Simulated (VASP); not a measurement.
Consider the following.

```xyz
4
Lattice="1.7683 -5.4242 0.0000 1.7683 5.4242 0.0000 0.0000 0.0000 2.9878" Properties=species:S:1:pos:R:3 pbc="T T T"
P      1.7683    -0.9196     0.7470
P      1.7683     0.9196     2.2409
Pd     1.7683    -3.5274     0.7470
Pd     1.7683     3.5274     2.2409
```

Calculation: PBEsol GGA, VASP's PBE PAW potentials (set 64) (plane waves; VASP). Numerical set-up: 480 eV cut-off, 8×8×10 Γ-centred mesh, first-order Methfessel-Paxton smearing of 0.10 eV, potentials P Pd.

Energy and stress use the plane-wave basis of the starting cell.

Problem. The ions, cell shape and volume at an external pressure of 5.0 GPa are relaxed. Which structure does the run end with?

Solution. 
```xyz
4
Lattice="1.7610 -5.3446 0.0000 1.7610 5.3446 0.0000 0.0000 0.0000 2.9605" Properties=species:S:1:pos:R:3 pbc="T T T"
P      1.7610    -0.8888     0.7401
P      1.7610     0.8888     2.2204
Pd     1.7610    -3.4790     0.7401
Pd     1.7610     3.4790     2.2204
```
Space group Cmcm (63), at a tolerance of 0.03 Å.

Problem. How do energy and volume change from the first to the last step?

Solution. The energy (σ→0) changes by +5.1 meV/atom and the volume by -2.8 %, in 7 ionic steps.

| step | E(σ→0) (eV) | max force (eV/Å) | pressure (GPa) | volume (Å³) |
|---|---|---|---|---|
| 1 | -24.3999 | 0.146 | 0.20 | 57.32 |
| 2 | -24.2740 | 0.279 | 12.52 | 53.83 |
| 3 | -24.3762 | 0.210 | 5.16 | 55.76 |
| 4 | -24.3785 | 0.078 | 5.09 | 55.72 |
| 5 | -24.3783 | 0.013 | 5.07 | 55.69 |
| 6 | -24.3799 | 0.004 | 4.89 | 55.74 |
| 7 | -24.3794 | 0.006 | 4.95 | 55.73 |

The structure was generated: PPd was put into the CrB type (Cmcm), which need not be its known phase. This run relaxes it under an external pressure of 5 GPa. Symmetry was kept, so distortions that lower it aren't found.
